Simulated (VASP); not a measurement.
Data:

```xyz
1
Lattice="0.0000 2.2040 2.2040 2.2040 0.0000 2.2040 2.2040 2.2040 0.0000" Properties=species:S:1:pos:R:3 pbc="T T T"
Cd     0.0000     0.0000     0.0000
```

These are r2SCAN meta-GGA, VASP's PBE PAW potentials (set 64) (plane waves; VASP) values and carry that method's errors. Settings: 400 eV cut-off, 16×16×16 Γ-centred mesh, tetrahedra with Blöchl corrections, potentials Cd.

Problem. Give the energies of bands 6 to 9 at the high-symmetry points, in eV from the Fermi level.

Solution. 
```csv
band,Γ,X,U,L,W
6,-9.17,-0.97,0.72,-2.52,2.11
7,14.48,1.62,1.27,-1.32,2.11
8,15.89,7.21,2.56,13.38,2.38
9,15.89,7.21,8.72,13.38,4.03
```

It has no gap at this level: it comes out as a metal or semimetal.

The structure was generated: Cd was put into the fcc type (Fm-3m), which need not be its known phase. It was relaxed first.
